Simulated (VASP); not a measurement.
Write the native input for VASP 6.6.1 that does the following.

| Property | Result |
| --- | --- |
| Task | single point |
| Functional | LDA |
| Potentials or basis | VASP PAW LDA potentials, release 64 (Sn_d, Bi_d) |
| Cutoff | 520 eV |
| k mesh | 3 × 3 × 3 |
| Occupations | fermi-dirac, width 0.1 eV |
| Spin | no spin polarisation |
| Dipole correction | no |
| Further INCAR settings | ALGO = Fast; EDIFF = 1e-07; NBANDS = 36 |

The structure of Sn3Bi lies in POSCAR:

```
Sn3Bi
1.0
    0.0000000000      3.8490170000      3.8490170000
    3.8490170000      0.0000000000      3.8490170000
    3.8490170000      3.8490170000      0.0000000000
Sn Bi
3 1
Direct
    0.0000000000      0.0000000000      0.0000000000
    0.2500000000      0.2500000000      0.2500000000
    0.7500000000      0.7500000000      0.7500000000
    0.5000000000      0.5000000000      0.5000000000
```

The cell comes from a database or a generator and needn't be the stable form of this composition.

These files were run (other wordings do the same):

INCAR

```
SYSTEM = Sn3Bi
PREC = Accurate ; ENCUT = 520
EDIFF = 1E-7 ; ISMEAR = -1
SIGMA = 0.1 ; LREAL = .FALSE.
LASPH = .TRUE. ; NELM = 100
ALGO = Fast ; ISIF = 2
LWAVE = .FALSE. ; LCHARG = .TRUE.
GGA = CA ; LELF = .TRUE.
LVHAR = .TRUE. ; NBANDS = 36
```

KPOINTS

```
Automatic mesh
0
G
  3 3 3
  0 0 0
```

Potentials or basis: VASP PAW LDA potentials, release 64 (Sn_d, Bi_d).

Run with:

```console
$ cat potpaw_LDA.64/Sn_d/POTCAR potpaw_LDA.64/Bi_d/POTCAR > POTCAR
$ mpirun -np 1 vasp_std > vasp.out
```

It gave:

- Pressure: -1.4 GPa
- Band gap on the k mesh: none (metal or under the smearing width)

Caveat: the k mesh is coarse (spacing up to 0.47 Å⁻¹), so the values aren't converged; spin-orbit coupling is left out, which moves the levels of the heavy elements.

It took 22 s on 1 thread of Intel(R) Xeon(R) Platinum 8488C (Sapphire Rapids) (shared host), peak memory 0.19 GiB.
